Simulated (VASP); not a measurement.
YNb: changing spin-orbit coupling

The cell as given:

Symmetry: Pm-3m, No. 221, cubic system. Conventional cell: a = 3.611 Å, b = 3.611 Å, c = 3.611 Å, α = 90.00°, β = 90.00°, γ = 90.00°. Around Y (site symmetry m-3m) lie 8 Nb at 3.13 Å. Around Nb (site symmetry m-3m) lie 8 Y at 3.13 Å.

The cell comes from a database or a generator and needn't be the stable form of this composition.

Kept alike: task relaxation of cell and atoms; functional PBE; k mesh 5 × 5 × 5; occupations fermi-dirac, width 0.05 eV. Program: VASP, PBE PAW files Nb_sv, Y_sv, 600 eV. The mesh is that of the run's cell of 2 atoms.

| spin-orbit coupling | volume (Å³/atom) |
| --- | --- |
| off | 23.429 |
| on | 23.427 |

The relaxations keep at least the cell's symmetry (Pm-3m). For a metal such a mesh leaves the last digits unconverged. Relaxations stop with a little pressure left, so the last digits of a volume or edge aren't settled.

What does spin-orbit coupling change here?

The volume runs from 23.427 (on) to 23.429 Å³/atom (off).
